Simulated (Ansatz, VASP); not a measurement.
# TaN in two plane-wave programs

Aim: how closely do two programs agree when they are given the same cell, functional and k mesh? The cell is taken from a series of runs on this material, whose earlier steps may have relaxed, scaled, displaced or heated it; both programs get it as it stands.

Method: plane waves, with VASP 6.6.1 beside it; zone-centre phonons at LDA, in Ansatz 0.2.0.

## 1. Set-up

Symmetry: Fm-3m, No. 225, cubic system. The conventional cell has a = 4.289 Å, b = 4.289 Å, c = 4.289 Å, α = 90.00°, β = 90.00°, γ = 90.00°. N has 6 Ta at 2.14 Å nearest. Nearest to Ta lie 6 N at 2.14 Å. Farther neighbours and most contacts between anions are not listed.

## 2. Ansatz: zone-centre phonons, LDA, pair 1

Ansatz runs on its PAW soft_1 files.

Second derivatives magnify differences that forces hide, and they need a tight electronic threshold.

Input file input.yaml:

```yaml
crystal:
  lattice:
    - [0.0, 2.1444287393, 2.1444287393]
    - [2.1444287393, 0.0, 2.1444287393]
    - [2.1444287393, 2.1444287393, 0.0]
  atoms:
    - { symbol: "N", position: [0.0, 0.0, 0.0] }
    - { symbol: Ta, position: [0.5, 0.5, 0.5] }
kpoints:
  mp_grid: { grid: [16, 16, 16] }
hamiltonian:
  xc: lda
  pseudopotentials: { kind: paw, azcp: { folder: soft_1 }, xc_functional: pbe }
scf:
  occupations: { method: methfessel_paxton, width: 0.2 }
output:
  eigenvalues: true
phonons:
  method: dfpt
```

On the command line:

```sh
> ansatz run input.yaml --threads 4 --pin off --max-ram 10240MiB --backend cpu --events-out ev --progress --plain --runs-dir out
```

Numbers of over 12 decimals in the logs are rounded to 6 here.

Log:

```text
Engine: ansatz 0.2.0, x86_64-unknown-linux-gnu
Pseudopotentials: kind: paw
Pseudopotential: N, paw, valence charge 5, recommended cutoff 420 eV (normal), soft_1/N.paw.azcp
Pseudopotential: Ta, paw, valence charge 13, recommended cutoff 420 eV (normal), soft_1/Ta.paw.azcp
Functional definition: SPW92
  exchange = slater_x
  correlation = pw_c
Crystal: 2 atoms, lattice volume = 19.723 Å³
Basis set: ecut = 420 eV, 387 PW (Γ), exchange–correlation on 48×48×48 points (8 copies of the dense FFT grid, shifted against one another)
Bands: 13, of which v1, the nominal top of the filled ones, is band 9 counted from 1 (8 counted from 0)
Symmetry: 48 space group operations
k-points: 349 of 4096 (irreducible under 8 space group operations, time reversal used)
Non-local potential: N, projectors of the file, l = 0: 2, l = 1: 2, l = 2: 1
Non-local potential: Ta, projectors of the file, l = 0: 3, l = 1: 2, l = 2: 2, l = 3: 1
PAW form: soft (Blöchl's): semilocal exchange-correlation on the pseudo side does not see the compensation charge
PAW frozen core: N, regenerated for the run's functional, and the local potential with it (the file was generated under x = pbe(κ = 0.804, μ = 0.219515), c = pbe(β = 0.066725))
PAW frozen core: Ta, regenerated for the run's functional, and the local potential with it (the file was generated under x = pbe(κ = 0.804, μ = 0.219515), c = pbe(β = 0.066725))
PAW one-centre angular grid: N, 110 points (default); XC on 64 Gauss nodes
PAW one-centre angular grid: Ta, 590 points (default); XC on 64 Gauss nodes
Initial density: superposition of atomic densities (chi_scale 0.1, normalization cell, long waves kept (reshape's long-wave potential 0.00 eV rms))
Initial wavefunctions: pseudopotential atomic-orbital guess
Functional: x = slater, c = lda
SCF iter   1: F=—  HF=-10059.581029 eV  |F-HF|=—  |Δ(HF+E_count)|=         —  Δρ=5.66e-2  dr2=6.55e-1  ethr=3.10e-3  ⟨swp⟩=5.0  Hψ=48434  notcnv=0
automatic band count: the SCF goes on with 17 bands, as 13 were too few: the levels above may hold too much charge
preconditioner: auto → none  [metal: Δε(μ)=0.012 eV  Ē_g=16.765 eV  σ=0.200 eV  W_gap=0.05  n_scr=8 (ndim 8)  ℏωp=26.4 eV  f_vac=0.000  D(μ)=0.90/eV (n_scr^D=8)  sad-step TF]
SCF iter   2: F=—  HF=-10059.515739 eV  |F-HF|=—  |Δ(HF+E_count)|=   6.53e-2  S|Δr|=    0.00e0  Δρ=3.95e-2  dr2=3.51e-1  ethr=3.10e-3  ⟨swp⟩=1.0  Hψ=8725  notcnv=0
SCF iter   3: F=—  HF=-10059.426979 eV  |F-HF|=—  |Δ(HF+E_count)|=   8.88e-2  S|Δr|=    0.00e0  Δρ=3.16e-3  dr2=5.44e-4  ethr=1.95e-3  ⟨swp⟩=2.4  Hψ=7996  notcnv=0
SCF iter   4: F=—  HF=-10059.427033 eV  |F-HF|=—  |Δ(HF+E_count)|=   5.36e-5  S|Δr|=    0.00e0  Δρ=6.99e-4  dr2=1.19e-4  ethr=3.02e-6  ⟨swp⟩=2.5  Hψ=11031  notcnv=0  defer=551
SCF iter   5: F=—  HF=-10059.427002 eV  |F-HF|=—  |Δ(HF+E_count)|=   3.05e-5  S|Δr|=    0.00e0  Δρ=7.90e-5  dr2=1.07e-6  ethr=6.60e-7  ⟨swp⟩=2.6  Hψ=7577  notcnv=0  defer=551
SCF iter   6: F=—  HF=-10059.426999 eV  |F-HF|=—  |Δ(HF+E_count)|=   2.90e-6  S|Δr|=    0.00e0  Δρ=7.84e-6  dr2=7.95e-9  ethr=5.97e-9  ⟨swp⟩=2.2  Hψ=7132  notcnv=0  defer=623
SCF iter   7: F=—  HF=-10059.426999 eV  |F-HF|=—  |Δ(HF+E_count)|=   1.98e-9  S|Δr|=    0.00e0  Δρ=1.05e-6  dr2=9.01e-11  ethr=4.42e-11  ⟨swp⟩=2.2  Hψ=7849  notcnv=0  defer=629
SCF iter   8: F=-10059.426999 eV  HF=-10059.426999 eV  |F-HF|=1.82e-12  |Δ(HF+E_count)|=    0.00e0  S|Δr|=    0.00e0  Δρ=6.78e-8  dr2=2.05e-13  ethr=1.00e-12  ⟨swp⟩=9.6  Hψ=27118  notcnv=0
SCF 1 converged in 8 iterations: F = -10059.426999 eV  dr2 = 2.05e-13
  greatest PAW one-centre occupation: 0.999 electrons in one spin orbital (limit 2), on the Ta atom at site 1 (counted from 0), in its partial waves of l = 0
DFPT response loops at Γ: preconditioner auto → Kerker (q_TF=auto, 2.687 Å⁻¹) (partly filled bands, converged f_vac=0.000); β = 1.00, the filter's whole step (`scf.mixing.beta` (0.50) is not read by the response loops under this deck's `scf.mixing.preconditioner`; to damp them name `kerker` or `kerker_dos`, under which they read `scf.mixing.beta`, and type it under 1.00, their step now; both keys bind the ground state too); Broyden in place of MSR1
SCF converged after 8 iterations
Stability not checked: this state was not tested for a lower state beside it, because cold or Methfessel-Paxton smearing, or corrected tetrahedra, fill the levels in a way that the test cannot read (fill_not_monotonic; see scf.lower_state_search)
Free energy (F): -10059.426999 eV
Harris-Foulkes:  -10059.426999 eV  (|F-HF|=1.82e-12)
Internal energy: -10059.424691 eV  (E = F + TS)
E sigma→0 (E₀):  -10059.426422 eV
Entropy (-TS):   -0.002308 eV (-1.154 meV/atom)
Fermi energy:    22.992000 eV
--- Per-component energies (eV) ---
  E_band       = -22.503780
  E_kinetic    = 531.076125
  E_local      = -523.711559  (includes V_loc(G=0)·N_el)
  E_nonlocal   = 30.796844
  E_hartree    = 190.964199
  E_xc         = -380.651170
  E_vxc        = -313.260720  (∫ρ·V_xc dr)
  E_paw        = -8177.255308  (= ΣΔE_a)
  E_vpaw       = -129.333740  (= ΣTr[D̂ρ^β])
  E_aug_tail   = 0.000875  (compensation charges beyond the density's cutoff)
  E_ewald      = -1730.983737
  E_core_change = 0.339041  (= ΣΔE_core)
  E_smearing   = -0.002308  (= −TS)
  E_closure    = -0.000000  (closes the sum)
  Σ components = -10059.426999   (vs F -10059.426999, Δ=0.00e0)
--- Band table (eV; the first three rows and the last of 349) ---
  k-point 0: bands = [... 5 lower, 18.9982, 18.9982, 18.9982, 20.6684, 20.6684, 20.6684, 23.0431, 23.0431, ... 4 higher]
  k-point 1: bands = [... 5 lower, 18.4615, 18.6145, 18.6145, 20.8437, 20.8437, 20.9327, 23.4823, 23.4823, ... 4 higher]
  k-point 2: bands = [... 5 lower, 17.3850, 17.8337, 17.8337, 21.2460, 21.2460, 21.3256, 24.5393, 24.5393, ... 4 higher]
  k-point 348: bands = [... 5 lower, 15.0887, 16.0017, 16.0017, 22.7929, 22.7929, 27.0176, 27.7905, 28.0659, ... 4 higher]
--- Phonons (Γ-DFPT): 2 representative perturbations + reference, on 349 of 4096 k-points (Σ response iterations 6) ---
  k mesh reduced under 8 symmetry operations, with k and −k counted as one. Each operation leaves every solved perturbation unchanged. A smaller set is not used because it would not reduce the number of displacements times k-points to solve
  ASR residual: 1.355e-5 → 0.000e0 eV/Å²; symmetrization residual: 1.049e-6 eV/Å²
  ASR residual per site (eV/Å²): 6.93e-6 1.36e-5
  Γ frequencies (cm⁻¹): 0.00 0.00 0.00 474.24 474.24 474.24
  non-analytic LO–TO correction: not included (Born effective charges unavailable; polar crystals: no LO–TO splitting at Γ)
```

Reading the cycles: dr2 is the Hartree energy of the density residual (eV), the measure of convergence; HF is the Harris–Foulkes estimate of the energy, which meets the free energy F at convergence.

## 3. VASP: zone-centre phonons, LDA, pair 1

The same cell, functional (in two slightly different forms), mesh and smearing now go to VASP, with its own data sets.

Lines of VASP's logs that name or quote its potential files are left out, and so is its time.

Input file INCAR:

```
SYSTEM = TaN
PREC = Accurate
ENCUT = 600
EDIFF = 1E-08
NELM = 120
ISMEAR = 1
SIGMA = 0.2
LREAL = .FALSE.
ALGO = Normal
GGA = CA
NBANDS = 14
LASPH = .TRUE.
LORBIT = 11
LWAVE = .FALSE.
LCHARG = .FALSE.
ISIF = 2
IBRION = 8
GGA_COMPAT = .FALSE.
KPAR = 2
```

Input file POSCAR:

```
TaN
1.0
    0.0000000000      2.1444287393      2.1444287393
    2.1444287393      0.0000000000      2.1444287393
    2.1444287393      2.1444287393      0.0000000000
N Ta
1 1
Direct
    0.0000000000      0.0000000000      0.0000000000
    0.5000000000      0.5000000000      0.5000000000
```

Input file KPOINTS:

```
Automatic mesh
0
Gamma
16 16 16
0 0 0
```

PAW data sets: N and Ta_pv (LDA family, release 64).

On the command line:

```sh
> mpirun -np 2 vasp_std
```

Log:

```text
[banner, memory and clock lines left out]
running    2 mpi-ranks, on    1 nodes
 distrk:  each k-point on    1 cores,    2 groups
 distr:  one band on    1 cores,    1 groups

 POSCAR found type information on POSCAR N Ta
 POSCAR found :  2 types and       2 ions
 LDA part: xc-table for (Slater(with rela. corr.)+CA(PZ))
 , standard interpolation
 POSCAR, INCAR and KPOINTS ok, starting setup
 FFT: planning ... GRIDC
 FFT: planning ... GRID_SOFT
 FFT: planning ... GRID
 WAVECAR not read
 entering main loop
       N       E                     dE             d eps       ncg     rms          rms(c)
DAV:   1     0.947579255802E+02    0.94758E+02   -0.98581E+03  4060   0.136E+03
DAV:   2    -0.242116415223E+02   -0.11897E+03   -0.11237E+03  4938   0.333E+02
DAV:   3    -0.271285315264E+02   -0.29169E+01   -0.28742E+01  4630   0.466E+01
DAV:   4    -0.271420869030E+02   -0.13555E-01   -0.13548E-01  4882   0.334E+00
DAV:   5    -0.271421914907E+02   -0.10459E-03   -0.10458E-03  4644   0.255E-01    0.280E+01
DAV:   6    -0.242219237548E+02    0.29203E+01   -0.63397E+00  4438   0.287E+01    0.119E+01
DAV:   7    -0.241311422593E+02    0.90781E-01   -0.37588E-01  5200   0.554E+00    0.791E+00
DAV:   8    -0.240950567912E+02    0.36085E-01   -0.11517E-01  5062   0.297E+00    0.134E+00
DAV:   9    -0.240915140726E+02    0.35427E-02   -0.10107E-02  4660   0.855E-01    0.282E-01
DAV:  10    -0.240913623333E+02    0.15174E-03   -0.51345E-04  5334   0.288E-01    0.962E-02
DAV:  11    -0.240913350236E+02    0.27310E-04   -0.64110E-05  4408   0.854E-02    0.175E-02
DAV:  12    -0.240913345370E+02    0.48662E-06   -0.36890E-06  5032   0.182E-02    0.343E-03
DAV:  13    -0.240913345331E+02    0.39743E-08   -0.80756E-08  4738   0.271E-03
   1 F= -.24091335E+02 E0= -.24090586E+02  d E =-.224615E-02
 Linear response reoptimize wavefunctions to high precision
DAV:   1    -0.240913345313E+02    0.17124E-08   -0.34588E-09  5110   0.626E-04
DAV:   2    -0.240913345314E+02   -0.12960E-10   -0.23270E-11  2672   0.493E-05
 Linear response DOF=           2
 Linear response progress:
  Degree of freedom:   1/  2
       N       E                     dE             d eps       ncg     rms          rms(c)
RMM:   1    -0.233837742962E+00   -0.23384E+00    0.15688E-01 20813   0.303E+00
RMM:   2    -0.229981571602E+00    0.38562E-02   -0.43105E-03 16636   0.505E-01    0.168E-01
RMM:   3    -0.230851276672E+00   -0.86971E-03   -0.99578E-04 14876   0.196E-01    0.841E-02
RMM:   4    -0.232284598787E+00   -0.14333E-02   -0.51355E-04 15144   0.136E-01    0.224E-02
RMM:   5    -0.232392241049E+00   -0.10764E-03   -0.20047E-05 17547   0.327E-02    0.338E-03
RMM:   6    -0.232401460095E+00   -0.92190E-05   -0.17788E-06 17454   0.732E-03    0.750E-04
RMM:   7    -0.232391843223E+00    0.96169E-05   -0.16483E-07 17084   0.191E-03    0.329E-04
RMM:   8    -0.232394113742E+00   -0.22705E-05   -0.61535E-08 18546   0.690E-04    0.865E-05
RMM:   9    -0.232393295092E+00    0.81865E-06   -0.29999E-08 17648   0.258E-04    0.219E-05
RMM:  10    -0.232393131818E+00    0.16327E-06   -0.31213E-08 19337   0.943E-05    0.813E-06
RMM:  11    -0.232393225820E+00   -0.94003E-07   -0.43179E-08 17423   0.448E-05    0.115E-06
RMM:  12    -0.232393240765E+00   -0.14945E-07   -0.25940E-08 17582   0.259E-05    0.175E-06
RMM:  13    -0.232393232735E+00    0.80300E-08   -0.28596E-08 14074   0.209E-05    0.206E-07
 first order change of Fermi-energy  -0.74199E-04
 force on displaced ion       1 direction 1 : -10.888   0.000   0.000
 Linear response progress:
  Degree of freedom:   2/  2
       N       E                     dE             d eps       ncg     rms          rms(c)
RMM:   1    -0.132888148111E+00   -0.13289E+00    0.11302E+01 10313   0.237E+01
RMM:   2    -0.161587153536E+00   -0.28699E-01   -0.26457E-02 15331   0.144E+00    0.112E-01
RMM:   3    -0.160965111358E+00    0.62204E-03   -0.20101E-03 17588   0.291E-01    0.517E-02
RMM:   4    -0.160538565090E+00    0.42655E-03   -0.16896E-04 18853   0.855E-02    0.185E-02
RMM:   5    -0.160369907149E+00    0.16866E-03   -0.17165E-05 19104   0.240E-02    0.488E-03
RMM:   6    -0.160356683130E+00    0.13224E-04   -0.26254E-06 18144   0.860E-03    0.828E-04
RMM:   7    -0.160354979470E+00    0.17037E-05   -0.63394E-07 19091   0.241E-03    0.256E-04
RMM:   8    -0.160356855449E+00   -0.18760E-05   -0.36336E-08 20414   0.814E-04    0.731E-05
RMM:   9    -0.160357398583E+00   -0.54313E-06    0.96914E-08 18928   0.323E-04    0.389E-05
RMM:  10    -0.160357691812E+00   -0.29323E-06   -0.17982E-07 18511   0.181E-04    0.106E-05
RMM:  11    -0.160357797273E+00   -0.10546E-06   -0.10153E-07 20238   0.868E-05    0.205E-06
RMM:  12    -0.160357773638E+00    0.23635E-07   -0.62857E-08 19071   0.436E-05    0.878E-07
RMM:  13    -0.160357773285E+00    0.35298E-09   -0.30769E-08 15666   0.261E-05    0.124E-06
 first order change of Fermi-energy   0.27549E-03
 force on displaced ion       2 direction 1 : -10.892   0.000   0.000
 Linear response finished
```

Parts of OUTCAR (step 3):

```text
ion  position               nearest neighbor table
   1  0.000  0.000  0.000-   2 2.14   2 2.14   2 2.14   2 2.14   2 2.14   2 2.14
   2  0.500  0.500  0.500-   1 2.14   1 2.14   1 2.14   1 2.14   1 2.14   1 2.14

  LATTYP: Found a face centered cubic cell.
 ALAT       =     4.2888574786

 Subroutine GETGRP returns: Found 48 space group operations
 (whereof 48 operations were pure point group operations)

The static configuration has the point symmetry O_h .

 Found    145 irreducible k-points:

   k-points           NKPTS =    145   k-points in BZ     NKDIM =    145   number of bands    NBANDS=     14

   dimension x,y,z NGX =    24 NGY =   24 NGZ =   24
   dimension x,y,z NGXF=    48 NGYF=   48 NGZF=   48

   ENCUT  =  600.0 eV  44.10 Ry    6.64 a.u.   6.06  6.06  6.06*2*pi/ulx,y,z

   NELECT =      16.0000    total number of electrons

 k-points in reciprocal lattice and weights: Automatic mesh
   0.00000000  0.00000000  0.00000000       0.000
   0.06250000  0.00000000  0.00000000       0.002
   0.12500000  0.00000000  0.00000000       0.002
   0.18750000  0.00000000  0.00000000       0.002
   0.25000000  0.00000000  0.00000000       0.002
   0.31250000  0.00000000  0.00000000       0.002
   0.37500000  0.00000000  0.00000000       0.002
   0.43750000  0.00000000  0.00000000       0.002
   0.50000000  0.00000000  0.00000000       0.001
[...]
-0.31250000  0.50000000  0.18750000       0.003
  -0.25000000  0.50000000  0.25000000       0.001

 average (electrostatic) potential at core
       1 -60.2363       2 -34.1925

  Total        2.3914327      2.3914327      2.3914327     -0.0000000     -0.0000000      0.0000000
  in kB      194.2691731    194.2691731    194.2691731     -0.0000000     -0.0000000      0.0000000
  external PRESSURE =     194.2691731 kB  Pullay stress =       0.0000000 kB

  energy-cutoff  :      600.00
  volume of cell :       19.72
      direct lattice vectors                 reciprocal lattice vectors
     0.000000000  2.144428739  2.144428739    -0.233162329  0.233162329  0.233162329
     2.144428739  0.000000000  2.144428739     0.233162329 -0.233162329  0.233162329
     2.144428739  2.144428739  0.000000000     0.233162329  0.233162329 -0.233162329

 POSITION                                       TOTAL-FORCE (eV/Angst)
 -----------------------------------------------------------------------------------
      0.00000      0.00000      0.00000        -0.000000     -0.000000      0.000000
      2.14443      2.14443      2.14443         0.000000      0.000000      0.000000
 -----------------------------------------------------------------------------------
    total drift:                                0.000000     -0.000000     -0.000000

 Eigenvectors and eigenvalues of the dynamical matrix
 ----------------------------------------------------

   1 f  =   14.309531 THz    89.909437 2PiTHz  477.314587 cm-1    59.179440 meV
             X         Y         Z           dx          dy          dz
      0.000000  0.000000  0.000000     0.963408   -0.000000    0.000000
      2.144429  2.144429  2.144429    -0.268040    0.000000    0.000000

   2 f  =   14.309531 THz    89.909437 2PiTHz  477.314587 cm-1    59.179440 meV
             X         Y         Z           dx          dy          dz
      0.000000  0.000000  0.000000     0.000000    0.963408    0.000000
      2.144429  2.144429  2.144429     0.000000   -0.268040    0.000000

   3 f  =   14.309531 THz    89.909437 2PiTHz  477.314587 cm-1    59.179440 meV
             X         Y         Z           dx          dy          dz
      0.000000  0.000000  0.000000     0.000000    0.000000   -0.963408
      2.144429  2.144429  2.144429     0.000000    0.000000    0.268040

   4 f/i=    0.000744 THz     0.004677 2PiTHz    0.024831 cm-1     0.003079 meV
             X         Y         Z           dx          dy          dz
      0.000000  0.000000  0.000000     0.045607    0.212731   -0.156561
      2.144429  2.144429  2.144429     0.163923    0.764610   -0.562721

   5 f/i=    0.000744 THz     0.004677 2PiTHz    0.024831 cm-1     0.003079 meV
             X         Y         Z           dx          dy          dz
      0.000000  0.000000  0.000000     0.222008    0.055203    0.139681
      2.144429  2.144429  2.144429     0.797955    0.198416    0.502049

   6 f/i=    0.000744 THz     0.004677 2PiTHz    0.024831 cm-1     0.003079 meV
             X         Y         Z           dx          dy          dz
      0.000000  0.000000  0.000000    -0.143102    0.153440    0.166804
      2.144429  2.144429  2.144429    -0.514346    0.551505    0.599537

 ELASTIC MODULI CONTR FROM IONIC RELAXATION (kBar)
 Direction    XX          YY          ZZ          XY          YZ          ZX
 --------------------------------------------------------------------------------
 XX           0.0000      0.0000      0.0000      0.0000      0.0000      0.0000
 YY           0.0000      0.0000      0.0000      0.0000      0.0000      0.0000
 ZZ           0.0000      0.0000      0.0000      0.0000      0.0000      0.0000
 XY           0.0000      0.0000      0.0000      0.0000      0.0000      0.0000
 YZ           0.0000      0.0000      0.0000      0.0000      0.0000      0.0000
 ZX           0.0000      0.0000      0.0000      0.0000      0.0000      0.0000
 --------------------------------------------------------------------------------
```

## 4. Comparison

Known differences besides the potentials themselves: the two LDA forms differ slightly; the data sets hold 18 valence electrons in Ansatz (on its PAW soft_1 files) and 16 in VASP; the cutoff is 420 eV in Ansatz and 600 eV in VASP; VASP's log shows a relativistic correction to its local exchange, Ansatz's none. Total energies have different zeros and are not compared.

The two programs side by side:

| quantity | Ansatz | VASP | difference |
| --- | --- | --- | --- |
| optical mode 1 to 3 (cm⁻¹) | 474.2 | 477.3 | -0.64 % |

Modes are paired by rising frequency, not by their patterns, so a pair may set unlike modes beside each other; they are those without the splitting of longitudinal modes.

(Part 1 of 2 ends here.)

[Lines on the potential files, build, host, timing and source positions are cut from VASP's logs without a mark.]

[Logs are printed without paths, hosts, clocks, repeated set-up lines and the standing remarks that a program may print on its own settings, such as how far it seeks lower states.]

[Hosts, paths, dates, database ids (printed as entryN), source tags and the programs' standing remarks are cut or masked in the printed files.]
